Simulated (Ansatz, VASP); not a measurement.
# ZnNi: VASP beside Ansatz, part 2 of 2

Aim: how closely do two programs agree when they are given the same cell, functional and k mesh? Of the first pair: The two relaxations start from unlike cells of this crystal (the structure described is Ansatz's start), so only their ends are compared.

VASP 6.6.1 and Ansatz 0.2.0.

So far: The structure; VASP: relaxation of cell and atoms, LDA, pair 1; Ansatz: relaxation of cell and atoms, LDA, pair 1; Side by side.

## 5. VASP: relaxation of cell and atoms, LDA, pair 2

Level of this step: LDA, no spin polarisation; plane waves and PAW (Zn, Ni) (VASP).

The relaxed volume is the usual yardstick between codes: in a stiff, nearly cubic crystal its relative difference is about their pressure difference at one cell divided by the bulk modulus. Its start cell is another than that of the pair before, and may be another structure of the material.

The input, INCAR:

```
SYSTEM = ZnNi
PREC = Accurate
ENCUT = 600
EDIFF = 1E-07
NELM = 120
ISMEAR = 0
SIGMA = 0.1
LREAL = .FALSE.
ALGO = Normal
GGA = CA
NBANDS = 17
LASPH = .TRUE.
LORBIT = 11
LWAVE = .FALSE.
LCHARG = .FALSE.
ISIF = 3
IBRION = 2
NSW = 80
EDIFFG = -0.005
GGA_COMPAT = .FALSE.
NELMIN = 4
```

The input, POSCAR:

```
ZnNi
1.0
    2.8072750000      0.0000000000      0.0000000000
    0.0000000000      2.8072750000      0.0000000000
    0.0000000000      0.0000000000      2.8072750000
Zn Ni
1 1
Direct
    0.5000001781      0.5000001781      0.5000001781
    0.0000000000      0.0000000000      0.0000000000
```

The input, KPOINTS:

```
Automatic mesh
0
Gamma
14 14 14
0 0 0
```

PAW data sets: Zn and Ni (LDA family, release 64).

Run with:

```bash
$ mpirun -np 1 vasp_std
```

Numbers of over 12 decimals in the logs are rounded to 6 here.

What it wrote:

```text
[... set-up lines as in an earlier step ...]
 entering main loop
       N       E                     dE             d eps       ncg     rms          rms(c)
DAV:   1     0.102199574115E+03    0.10220E+03   -0.11990E+04  4336   0.224E+03
DAV:   2    -0.598634940658E+01   -0.10819E+03   -0.10388E+03  4083   0.309E+02
DAV:   3    -0.996838855055E+01   -0.39820E+01   -0.39534E+01  4517   0.711E+01
DAV:   4    -0.100065872682E+02   -0.38199E-01   -0.38185E-01  4934   0.608E+00
[...]
DAV:  11    -0.902922724480E+01   -0.50416E-05   -0.32300E-05  6237   0.136E-01    0.853E-03
DAV:  12    -0.902922688370E+01    0.36110E-06   -0.39039E-06  5320   0.462E-02    0.254E-03
DAV:  13    -0.902922687707E+01    0.66284E-08   -0.14351E-07  2959   0.651E-03
   1 F= -.90292269E+01 E0= -.90261692E+01  d E =-.902923E+01
[...]
N       E                     dE             d eps       ncg     rms          rms(c)
DAV:   1    -0.905067244713E+01   -0.21446E-01   -0.18756E-01  4148   0.882E+00    0.121E+00
[...]
DAV:   7    -0.902931493497E+01   -0.21971E-06   -0.92216E-07  6124   0.212E-02    0.727E-04
DAV:   8    -0.902931493428E+01    0.69303E-09   -0.14730E-07  2697   0.633E-03
   2 F= -.90293149E+01 E0= -.90262420E+01  d E =-.880572E-04
 trial-energy change:   -0.000088  1 .order   -0.000069   -0.000748    0.000609
 step:   0.5714(harm=  0.5510)  dis= 0.00000  next Energy=    -9.029444 (dE=-0.217E-03)
[...]
N       E                     dE             d eps       ncg     rms          rms(c)
DAV:   1    -0.903337560145E+01   -0.40607E-02   -0.34390E-02  4143   0.375E+00    0.519E-01
DAV:   2    -0.903326718349E+01    0.10842E-03   -0.34538E-02  4213   0.338E+00    0.516E-01
DAV:   3    -0.902978971517E+01    0.34775E-02   -0.15553E-02  4264   0.269E+00    0.172E-01
DAV:   4    -0.902951372408E+01    0.27599E-03   -0.65601E-04  5518   0.537E-01    0.563E-02
DAV:   5    -0.902945130832E+01    0.62416E-04   -0.31769E-05  6010   0.832E-02    0.593E-03
DAV:   6    -0.902945131768E+01   -0.93528E-08   -0.25512E-06  5408   0.220E-02    0.341E-03
DAV:   7    -0.902945134091E+01   -0.23231E-07   -0.10001E-07  2654   0.684E-03
   3 F= -.90294513E+01 E0= -.90263848E+01  d E =-.224464E-03
[...]
reached required accuracy - stopping structural energy minimisation
```

OUTCAR, selected parts (step 5):

```text
  Total       -0.0007026     -0.0007026     -0.0007026      0.0000000      0.0000000     -0.0000000
  in kB       -0.0506652     -0.0506652     -0.0506652      0.0000000      0.0000000     -0.0000000
  external PRESSURE =      -0.0506652 kB  Pullay stress =       0.0000000 kB

 POSITION                                       TOTAL-FORCE (eV/Angst)
 -----------------------------------------------------------------------------------
      1.40560      1.40560      1.40560        -0.000000     -0.000000      0.000000
      0.00000      0.00000      0.00000         0.000000      0.000000      0.000000
 -----------------------------------------------------------------------------------
    total drift:                               -0.000047     -0.000047     -0.000047

  FREE ENERGIE OF THE ION-ELECTRON SYSTEM (eV)
  ---------------------------------------------------
  free  energy   TOTEN  =        -9.0294513409 eV

  energy  without entropy=       -9.0233182778  energy(sigma->0) =       -9.02638481

[... 1 part as in an earlier step ...]

[... 3 further parts left out ...]
[key lines of the parts left out:]
E-fermi :   6.7787
```

## 6. Ansatz: relaxation of cell and atoms, LDA, pair 2

The same cell, functional (in two slightly different forms), mesh and smearing now go to Ansatz, which takes its cutoff from its data sets.

The cell is taken from a series of runs on this material, whose earlier steps may have relaxed, scaled, displaced or heated it; both programs get it as it stands.

The input, input.yaml:

```yaml
crystal:
  lattice:
    - [2.8072750911, 0.0, 0.0]
    - [0.0, 2.8072750911, 0.0]
    - [0.0, 0.0, 2.8072750911]
  atoms:
    - { symbol: Zn, position: [0.5, 0.5, 0.5] }
    - { symbol: Ni, position: [0.0, 0.0, 0.0] }
kpoints:
  mp_grid: { grid: [14, 14, 14] }
hamiltonian:
  xc: lda
scf:
  occupations: { method: gaussian, width: 0.1 }
output:
  forces: true
  stress: true
  eigenvalues: true
relax:
  adjacent_minimum: "off"
  f_tol: 0.005
  max_steps: 80
  cell: { stress_tol: 0.05 }
```

Run with:

```bash
$ ansatz run input.yaml --threads 4 --pin off --max-ram 7168MiB --backend cpu --events-out ev --progress --plain --runs-dir out
```

What it wrote:

```text
[...]
Crystal: 2 atoms, lattice volume = 22.124 Å³
Basis set: ecut = 420 eV, 461 PW (Γ)
Bands: 19, of which v1, the nominal top of the filled ones, is band 15 counted from 1 (14 counted from 0)
Symmetry: 48 space group operations
[...]
k-points: 120 of 2744
[...]
k-point 119: bands = [... 11 lower, 12.7812, 15.7463, 15.7463, 21.6112, 22.0801, 22.0801, 22.0801, 22.7158]
--- Relaxed structure (3 steps of the walk, 3 accepted, 1 SCFs on fresh bases) ---
[...]
cell:  # Å, volume = 22.1083 Å³
    - [2.806629, 0, 0.0]
    - [0, 2.806629, 0.0]
    - [0.0, 0.0, 2.806629]
  atoms:
    - { symbol: Zn, position: [0.500000, 0.500000, 0.500000] }
    - { symbol: Ni, position: [0, 0, 0] }
[key lines of the parts left out:]
SCF converged after 8 iterations
Free energy (F): -9020.202099 eV
Fermi energy:    16.419754 eV
P = ⅓ Tr σ = 0.0001 GPa (0.001 kbar)
```

## 7. Comparison

What differs besides the data sets and the points named for the pairs above, as far as they apply: the data sets hold 30 valence electrons in Ansatz (on its default PAW (the set named soft_2) files) and 22 in VASP. Total energies have different zeros and are not compared.

Both answers:

```tsv
quantity	Ansatz	VASP	difference
volume (Å³)	22.11	22.22	-0.49 %
edge a after relaxation, in the typed setting (Å)	2.807	2.811	-0.16 %
```

## 8. Outcome

* difference in volume (relaxation of cell and atoms, LDA, pair 1): -0.38 %
* difference in volume (relaxation of cell and atoms, LDA, pair 2): -0.49 %

The difference in volume is -0.49 % (relaxation of cell and atoms, LDA, pair 2), within the 1.2 % picked in this series as the mark of a large difference, as far as the stopping tolerances let one tell. The data sets hold unlike numbers of valence electrons (30 in Ansatz and 22 in VASP), so part of the differences comes from the potentials. Such differences can come from data sets, numerical settings and the points named under the comparisons, not from the functional's error against experiment.

[Lines on the potential files, build, host, timing and source positions are cut from VASP's logs without a mark.]

[Logs are printed without paths, hosts, clocks, repeated set-up lines and the standing remarks that a program may print on its own settings, such as how far it seeks lower states.]

[Hosts, paths, dates, database ids (printed as entryN), source tags and the programs' standing remarks are cut or masked in the printed files.]
